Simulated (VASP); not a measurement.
Nb, 1 atom in the cell. Symmetry: Im-3m, No. 229, cubic system. Conventional cell: a = 3.310 Å, b = 3.310 Å, c = 3.310 Å, α = 90.00°, β = 90.00°, γ = 90.00°. Around Nb (site symmetry m-3m) lie 8 Nb at 2.87 Å. The cell was built by a generator and needn't be a form met in nature.

- Program: VASP 6.6.1
- Task: optical spectrum
- Functional: PBEsol
- Potentials or basis: VASP PAW PBE potentials, release 64 (Nb_sv)
- Cutoff: 520 eV
- k mesh: 22 × 22 × 22
- Occupations: methfessel-paxton, width 0.1 eV
- Spin: no spin polarisation
- Further INCAR settings: ALGO = Normal; EDIFF = 1e-07

Potentials or basis: VASP PAW PBE potentials, release 64 (Nb_sv).

Command:

```bash
$ cat potpaw_PBE.64/Nb_sv/POTCAR > POTCAR
$ mpirun -np 1 vasp_std > vasp.out
```

Hardware: 1 thread of Intel(R) Xeon(R) Platinum 8259CL CPU @ 2.50GHz (Skylake/Cascade Lake) (shared host).

Problem. How long does it take, and how much memory?

Solution. It took 44 s on 1 thread of Intel(R) Xeon(R) Platinum 8259CL CPU @ 2.50GHz (Skylake/Cascade Lake) (shared host), peak memory 0.26 GiB. Counts: scf iterations 12, k points 328.
